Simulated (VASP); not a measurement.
Output of a VASP run:

File OUTCAR:
```
 ion  position               nearest neighbor table
   1  0.000  0.000  0.000-
  LATTYP: Found a face centered cubic cell.
 ALAT       =     3.3789678226
 Subroutine PRICEL returns:
 Original cell was already a primitive cell.
 Subroutine GETGRP returns: Found 48 space group operations
The static configuration has the point symmetry O_h .
The dynamic configuration has the point symmetry O_h .
The overall configuration has the point symmetry O_h .
 Subroutine INISYM returns: Found 48 space group operations
 Subroutine IBZKPT returns following result:
 Found    195 irreducible k-points:

 Following reciprocal coordinates:
            Coordinates               Weight
  0.000000  0.000000  0.000000      1.000000
  0.055556  0.000000  0.000000      8.000000
  0.111111  0.000000  0.000000      8.000000
  0.166667  0.000000  0.000000      8.000000
  0.222222  0.000000  0.000000      8.000000
  0.277778  0.000000  0.000000      8.000000
  0.333333  0.000000  0.000000      8.000000
  0.388889  0.000000  0.000000      8.000000
  0.444444  0.000000  0.000000      8.000000
  0.500000  0.000000  0.000000      4.000000
  0.055556  0.055556  0.000000      6.000000
  0.111111  0.055556  0.000000     24.000000
  0.166667  0.055556  0.000000     24.000000
  0.222222  0.055556  0.000000     24.000000
  0.277778  0.055556  0.000000     24.000000
  0.333333  0.055556  0.000000     24.000000
  0.388889  0.055556  0.000000     24.000000
  0.444444  0.055556  0.000000     24.000000
  0.500000  0.055556  0.000000     24.000000
 -0.444444  0.055556  0.000000     24.000000
 -0.388889  0.055556  0.000000     24.000000
 -0.333333  0.055556  0.000000     24.000000
 -0.277778  0.055556  0.000000     24.000000
 -0.222222  0.055556  0.000000     24.000000
 -0.166667  0.055556  0.000000     24.000000
 -0.111111  0.055556  0.000000     24.000000
 -0.055556  0.055556  0.000000     12.000000
  0.111111  0.111111  0.000000      6.000000
  0.166667  0.111111  0.000000     24.000000
  0.222222  0.111111  0.000000     24.000000
  0.277778  0.111111  0.000000     24.000000
  0.333333  0.111111  0.000000     24.000000
  0.388889  0.111111  0.000000     24.000000
  0.444444  0.111111  0.000000     24.000000
  0.500000  0.111111  0.000000     24.000000
 -0.444444  0.111111  0.000000     24.000000
 -0.388889  0.111111  0.000000     24.000000
 -0.333333  0.111111  0.000000     24.000000
 -0.277778  0.111111  0.000000     24.000000
 -0.222222  0.111111  0.000000     24.000000
   k-points           NKPTS =    195   k-points in BZ     NKDIM =    195   number of bands    NBANDS=      9
   number of dos      NEDOS =    301   number of ions     NIONS =      1
   total plane-waves  NPLWV =   5832
   dimension x,y,z NGX =    18 NGY =   18 NGZ =   18
   dimension x,y,z NGXF=    36 NGYF=   36 NGZF=   36
   ions per type =               1
   PREC   = accura    normal or accurate (medium, high low for compatibility)
   ISTART =      0    job   : 0-new  1-cont  2-samecut
   ICHARG =      2    charge: 1-file 2-atom 10-const
   ISPIN  =      2    spin polarized calculation?
   LNONCOLLINEAR =      F non collinear calculations
   LSORBIT =      F    spin-orbit coupling
   INIWAV =      1    electr: 0-lowe 1-rand  2-diag
   ENCUT  =  500.0 eV  36.75 Ry    6.06 a.u.   4.36  4.36  4.36*2*pi/ulx,y,z
   NELM   =    100;   NELMIN=  2; NELMDL= -5     # of ELM steps
   EDIFF  = 0.1E-05   stopping-criterion for ELM
   LREAL  =      F    real-space projection
   NLSPLINE    = F    spline interpolate recip. space projectors
   LMAXMIX     =    4 max onsite mixed and CHGCAR
   VOSKOWN=      0    Vosko Wilk Nusair interpolation
   EDIFFG = -.2E-01   stopping-criterion for IOM
   NSW    =     40    number of steps for IOM
   NBLOCK =      1;   KBLOCK =     40    inner block; outer block
   IBRION =      2    ionic relax: 0-MD 1-quasi-New 2-CG
...
```

### OSZICAR
```
       N       E                     dE             d eps       ncg     rms          rms(c)
DAV:   1     0.207841360635E+02    0.20784E+02   -0.47797E+03  7204   0.142E+03
DAV:   2    -0.689420416846E+01   -0.27678E+02   -0.26586E+02  7132   0.165E+02
DAV:   3    -0.728084402120E+01   -0.38664E+00   -0.38607E+00  8020   0.259E+01
DAV:   4    -0.728433863557E+01   -0.34946E-02   -0.34943E-02  7872   0.215E+00
DAV:   5    -0.728442269078E+01   -0.84055E-04   -0.84055E-04  8006   0.292E-01    0.120E+01
DAV:   6    -0.636501154876E+01    0.91941E+00   -0.16053E+01  7371   0.677E+01    0.521E+00
DAV:   7    -0.612022555678E+01    0.24479E+00   -0.20931E+00  7420   0.234E+01    0.235E+00
DAV:   8    -0.609793436255E+01    0.22291E-01   -0.27891E-02 10097   0.197E+00    0.101E+00
DAV:   9    -0.609571760689E+01    0.22168E-02   -0.11470E-03 10330   0.310E-01    0.285E-01
DAV:  10    -0.609516941096E+01    0.54820E-03   -0.39155E-04  9741   0.167E-01    0.343E-02
DAV:  11    -0.609517082203E+01   -0.14111E-05   -0.80269E-06  8819   0.385E-02    0.262E-02
DAV:  12    -0.609517291204E+01   -0.20900E-05   -0.31881E-06  5238   0.186E-02    0.532E-03
DAV:  13    -0.609517324379E+01   -0.33175E-06   -0.45874E-07  3661   0.682E-03
   1 F= -.48912145E+01 E0= -.48913521E+01  d E =-.489121E+01  mag=     0.6040
```

File OUTCAR:
```
------------------------ aborting loop because EDIFF is reached ----------------------------------------
  FORCE on cell =-STRESS in cart. coord.  units (eV):
  Direction    XX          YY          ZZ          XY          YZ          ZX
  --------------------------------------------------------------------------------------
  Total        1.1927198      1.1927198      1.1927198      0.0000000      0.0000000      0.0000000
  in kB      198.1330080    198.1330080    198.1330080      0.0000000      0.0000000      0.0000000
  external PRESSURE =      -1.8669920 kB  Pullay stress =     200.0000000 kB
  volume of cell :        9.64
      direct lattice vectors                 reciprocal lattice vectors
     0.000000000  1.689483911  1.689483911    -0.295948364  0.295948364  0.295948364
     1.689483911  0.000000000  1.689483911     0.295948364 -0.295948364  0.295948364
     1.689483911  1.689483911  0.000000000     0.295948364  0.295948364 -0.295948364
 POSITION                                       TOTAL-FORCE (eV/Angst)
 -----------------------------------------------------------------------------------
      0.00000      0.00000      0.00000         0.000000      0.000000      0.000000
 -----------------------------------------------------------------------------------
    total drift:                                0.000000      0.000000     -0.000000
  FREE ENERGIE OF THE ION-ELECTRON SYSTEM (eV)
  ---------------------------------------------------
  free  energy   TOTEN  =        -6.0951732438 eV

  energy  without entropy=       -6.0955858133  energy(sigma->0) =       -6.09531077
  enthalpy is  TOTEN    =        -4.8912145416 eV   P V=        1.2039587022

 total charge

# of ion       s       p       d       tot
------------------------------------------
    1        0.557   0.622   8.379   9.558

 magnetization (x)

# of ion       s       p       d       tot
------------------------------------------
    1       -0.006  -0.024   0.633   0.603

 reached required accuracy - stopping structural energy minimisation
```
(Selected blocks of OUTCAR.)

### POSCAR
```
Ni
1
    0.0000000000     1.6894839113     1.6894839113
    1.6894839113     0.0000000000     1.6894839113
    1.6894839113     1.6894839113     0.0000000000
Ni
1
Direct
  0.0000000000   0.0000000000   0.0000000000
```

Question: Reconstruct the remaining input files.

Answer: One answer among several that fit: the input of the run itself, PBEsol GGA, plane waves, VASP's PBE PAW potentials (set 64).

KPOINTS:
```
Automatic mesh
0
G
18 18 18
0 0 0
```

INCAR:
```
LCHARG = .FALSE.
LREAL = .FALSE.   # projection in real space or not
EDIFFG = -0.02   # ionic stop
ENCUT = 500
NELM = 100   # most electronic steps
LORBIT = 10
SYSTEM = Ni
PREC = Accurate
NSW = 40   # most ionic steps
ISMEAR = 1
PSTRESS = 200
EDIFF = 1E-6   # SCF stop (eV)
ISIF = 3   # ions, shape and volume
LMAXMIX = 4   # l cut-off of mixed one-centre charges
MAGMOM = 0.6
IBRION = 2
ALGO = Normal   # blocked Davidson
ISPIN = 2   # spin-polarised
LASPH = .TRUE.
SIGMA = 0.1   # width (eV)
LWAVE = .FALSE.
GGA = PS   # PBEsol
```

POTCAR, in this order: Ni (PBE.64 set). Program: vasp_std.

The compound is Ni in the fcc structure. It was relaxed first under an external pressure of 20 GPa.
